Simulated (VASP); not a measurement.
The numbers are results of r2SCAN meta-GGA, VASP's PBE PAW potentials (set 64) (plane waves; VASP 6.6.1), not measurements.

VASP input:

### KPOINTS_OPT
```
k-points along high-symmetry lines
5
Line-mode
Reciprocal
  0.000000   0.000000   0.000000 ! GAMMA
  0.500000   0.000000   0.000000 ! X

  0.500000   0.000000   0.000000 ! X
  0.500000   0.500000   0.000000 ! S

  0.500000   0.500000   0.000000 ! S
  0.000000   0.500000   0.000000 ! Y

  0.000000   0.500000   0.000000 ! Y
  0.000000   0.000000   0.000000 ! GAMMA

  0.000000   0.000000   0.000000 ! GAMMA
  0.000000   0.000000   0.500000 ! Z

  0.000000   0.000000   0.500000 ! Z
  0.500000   0.000000   0.500000 ! U

  0.500000   0.000000   0.500000 ! U
  0.500000   0.500000   0.500000 ! R

  0.500000   0.500000   0.500000 ! R
  0.000000   0.500000   0.500000 ! T

  0.000000   0.500000   0.500000 ! T
  0.000000   0.000000   0.500000 ! Z

  0.500000   0.000000   0.000000 ! X
  0.500000   0.000000   0.500000 ! U

  0.000000   0.500000   0.000000 ! Y
  0.000000   0.500000   0.500000 ! T

  0.500000   0.500000   0.000000 ! S
  0.500000   0.500000   0.500000 ! R
```

File POSCAR:
```
Er2Si3
1
    3.8567958486     0.0000000000     0.0000000000
    0.0000000000     3.9339605010     0.0000000000
    0.0000000000     0.0000000000     6.7637317654
Er Si
2 3
Direct
  0.0000000000   0.5000000000   0.0025360897
  0.5000000000   0.5000000000   0.4953622792
  0.5000000000   0.0000000000   0.8137063593
  0.5000000000   0.0000000000   0.1557675421
  0.0000000000   0.0000000000   0.3606277297
```

### KPOINTS
```
Automatic mesh
0
Gamma
9 9 5
0 0 0
```

**INCAR**
```
SYSTEM = Er2Si3
PREC = Accurate; ENCUT = 400; LREAL = .FALSE.
LASPH = .TRUE.
EDIFF = 1E-7; NELM = 100; ALGO = Normal
LMAXMIX = 6; LMIXTAU = .TRUE.
ISMEAR = -5
METAGGA = R2SCAN
ISIF = 2
LWAVE = .FALSE.; LCHARG = .FALSE.; LORBIT = 11
NEDOS = 601
LEFG = .TRUE.
```

POTCAR, in this order: Er_3 Si (PBE.64 set). Program: vasp_std.

The resulting files:

OSZICAR:
```
       N       E                     dE             d eps       ncg     rms          rms(c)
DAV:   1     0.488422119219E+02    0.48842E+02   -0.11953E+04  4564   0.129E+03
DAV:   2    -0.900828457228E+02   -0.13893E+03   -0.13419E+03  4950   0.571E+02
DAV:   3    -0.100312379489E+03   -0.10230E+02   -0.95935E+01  4908   0.126E+02
DAV:   4    -0.100810321578E+03   -0.49794E+00   -0.47455E+00  5332   0.193E+01
DAV:   5    -0.100824393958E+03   -0.14072E-01   -0.13629E-01  5052   0.292E+00    0.367E+01
DAV:   6    -0.980490215515E+02    0.27754E+01   -0.13214E+00  5204   0.183E+01    0.209E+01
DAV:   7    -0.960992208868E+02    0.19498E+01   -0.13120E+00  4892   0.148E+01    0.161E+00
DAV:   8    -0.972836740893E+02   -0.11845E+01   -0.16393E+00  3874   0.780E+00    0.316E+00
DAV:   9    -0.973491051264E+02   -0.65431E-01   -0.93646E-02  4580   0.318E+00    0.102E+00
DAV:  10    -0.973940380751E+02   -0.44933E-01   -0.10668E-01  4724   0.244E+00    0.225E-01
DAV:  11    -0.974089814506E+02   -0.14943E-01   -0.19956E-02  3972   0.129E+00    0.380E-01
DAV:  12    -0.974084185752E+02    0.56288E-03   -0.30730E-03  4900   0.569E-01    0.803E-02
DAV:  13    -0.974087551263E+02   -0.33655E-03   -0.47989E-03  4548   0.568E-01    0.715E-02
DAV:  14    -0.974091872675E+02   -0.43214E-03   -0.82797E-04  4476   0.259E-01    0.842E-02
DAV:  15    -0.974092654591E+02   -0.78192E-04   -0.13495E-04  4196   0.106E-01    0.147E-02
DAV:  16    -0.974092796576E+02   -0.14199E-04   -0.68963E-05  5300   0.755E-02    0.204E-02
DAV:  17    -0.974092784927E+02    0.11649E-05   -0.72505E-06  5044   0.259E-02    0.148E-02
DAV:  18    -0.974092780132E+02    0.47957E-06   -0.59245E-06  4812   0.203E-02    0.111E-03
DAV:  19    -0.974092777388E+02    0.27436E-06   -0.89699E-07  4076   0.949E-03    0.795E-04
DAV:  20    -0.974092776871E+02    0.51692E-07   -0.34404E-08  2091   0.382E-03
   1 F= -.97409278E+02 E0= -.97409278E+02  d E =0.000000E+00
       N       E                     dE             ncg
```

File OUTCAR:
```
------------------------ aborting loop because EDIFF is reached ----------------------------------------
  FORCE on cell =-STRESS in cart. coord.  units (eV):
  Direction    XX          YY          ZZ          XY          YZ          ZX
  --------------------------------------------------------------------------------------
  Total        0.2161486     -0.1644988     -0.3005893      0.0000000      0.0000000      0.0000000
  in kB        3.3745823     -2.5682081     -4.6928977      0.0000000      0.0000000      0.0000000
  external PRESSURE =      -1.2955078 kB  Pullay stress =       0.0000000 kB
  volume of cell :      102.62
      direct lattice vectors                 reciprocal lattice vectors
     3.856795849  0.000000000  0.000000000     0.259282586  0.000000000  0.000000000
     0.000000000  3.933960501  0.000000000     0.000000000  0.254196757  0.000000000
     0.000000000  0.000000000  6.763731765     0.000000000  0.000000000  0.147847377
 POSITION                                       TOTAL-FORCE (eV/Angst)
 -----------------------------------------------------------------------------------
      0.00000      1.96698      0.01715         0.000000      0.000000      0.041312
      1.92840      1.96698      3.35050         0.000000      0.000000      0.001019
      1.92840      0.00000      5.50369         0.000000      0.000000     -0.024982
      1.92840      0.00000      1.05357         0.000000      0.000000      0.088701
      0.00000      0.00000      2.43919         0.000000      0.000000     -0.106051
 -----------------------------------------------------------------------------------
    total drift:                                0.000000     -0.000000      0.000003
  FREE ENERGIE OF THE ION-ELECTRON SYSTEM (eV)
  ---------------------------------------------------
  free  energy   TOTEN  =       -97.4092776871 eV

  energy  without entropy=      -97.4092776871  energy(sigma->0) =      -97.40927769

 total charge

# of ion       s       p       d       tot
------------------------------------------
    1        0.335   6.725   1.299   8.359
    2        0.347   6.729   1.342   8.418
    3        0.783   0.916   0.000   1.699
    4        0.732   0.974   0.000   1.706
    5        0.768   0.948   0.000   1.716
--------------------------------------------------
tot          2.966  16.291   2.641  21.898

 Electric field gradients after diagonalization (V/A^2)
 (convention: |V_zz| > |V_xx| > |V_yy|)
----------------------------------------------------------------------
 ion       V_xx      V_yy      V_zz     asymmetry (V_yy - V_xx)/ V_zz
----------------------------------------------------------------------
   1     -38.589   -29.180    67.769       0.139
   2     -54.083   -10.943    65.026       0.663
   3      11.364     3.976   -15.340       0.482
   4       9.753     5.318   -15.071       0.294
   5      11.421    11.369   -22.791       0.002
```
(Selected blocks of OUTCAR.)

The 4f electrons are frozen in the core of the lanthanide potential, so 4f levels, which can set the real gap, and their magnetism are missing. For a metal the tetrahedron method with Blöchl corrections gives inexact stress and forces.

The structure comes from a computed database's Er2Si3 entry (Pmm2); how it stands against other phases isn't given here. It was relaxed first.
